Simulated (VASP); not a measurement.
Here is the system:

```xyz
1
Lattice="0.0000 2.0243 2.0243 2.0243 0.0000 2.0243 2.0243 2.0243 0.0000" Properties=species:S:1:pos:R:3 pbc="T T T"
Ag     0.0000     0.0000     0.0000
```

Level of theory: optB86b-vdW, VASP's PBE PAW potentials (set 64) (plane waves; VASP). Numerical set-up: 520 eV cut-off, 15×15×15 Γ-centred mesh, first-order Methfessel-Paxton smearing of 0.10 eV, potentials Ag.

Problem. Give the stress tensor in GPa (positive for a compressed cell).

Solution. 
```
3.45  0.00  0.00
0.00  3.45  0.00
0.00  0.00  3.45
```
The pressure is its mean diagonal, 3.45 GPa.

The compound is Ag in the fcc structure. This cell is one point of a volume scan, at 0.97 of the reference volume.
